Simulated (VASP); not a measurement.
VASP input:

### POSCAR
```
CaF2
1
    0.0000000000     2.7405772972     2.7405772972
    2.7405772972     0.0000000000     2.7405772972
    2.7405772972     2.7405772972     0.0000000000
Ca F
1 2
Direct
  0.0000000000   0.0000000000   0.0000000000
  0.2500000000   0.2500000000   0.2500000000
  0.7500000000   0.7500000000   0.7500000000
```

KPOINTS:
```
kpoints
0
G
  7 7 7
0 0 0
```

INCAR:
```
# general
SYSTEM  =  CaF2
PREC    =  Accurate
ENCUT   =  520
LREAL   =  .False.   # projection in real space or not
LASPH   =  .True.   # aspherical one-centre terms

# electronic loop
EDIFF   =  1E-7   # SCF stop (eV)
NELM    =  100   # most electronic steps
ALGO    =  Normal   # blocked Davidson

# smearing
ISMEAR  =  0   # Gaussian
SIGMA   =  0.05   # width (eV)

# functional
GGA     =  PS   # PBEsol

# ions
ISIF    =  2

# output
LWAVE   =  .False.
LCHARG  =  .False.
```

POTCAR, in this order: Ca_sv F (PBE.64 set). Program: vasp_std.

### Question
Translate this PBEsol calculation to Quantum ESPRESSO's pw.x.

### Answer
One equivalent input (not run):
```
&CONTROL
  calculation = 'scf'
  pseudo_dir = './pseudo'
  outdir = './out'
  tprnfor = .true.
  tstress = .true.
/
&SYSTEM
  ibrav = 0
  nat = 3
  ntyp = 2
  ecutwfc = 84
  occupations = 'smearing'
  smearing = 'gaussian'
  degauss = 0.003675
  input_dft = 'pbesol'
/
&ELECTRONS
  conv_thr = 7.3e-09
  electron_maxstep = 100
/
ATOMIC_SPECIES
  Ca 40.078 Ca.upf
  F 18.998 F.upf
CELL_PARAMETERS angstrom
     0.0000000    2.7405773    2.7405773
     2.7405773    0.0000000    2.7405773
     2.7405773    2.7405773    0.0000000
ATOMIC_POSITIONS crystal
  Ca   0.0000000  0.0000000  0.0000000
  F    0.2500000  0.2500000  0.2500000
  F    0.7500000  0.7500000  0.7500000
K_POINTS automatic
  7 7 7 0 0 0
```
The two are equivalent in intent, not identical: the potentials are each code's own (VASP's PAW set, PseudoDojo norm-conserving files in pw.x), so ENCUT and ecutwfc are chosen apart and not converted; conv_thr bounds pw.x's estimated SCF error, while EDIFF bounds the energy change between steps.

The compound is CaF2 in the fluorite structure. This cell is one point of a volume scan, at 1.03 of the reference volume.
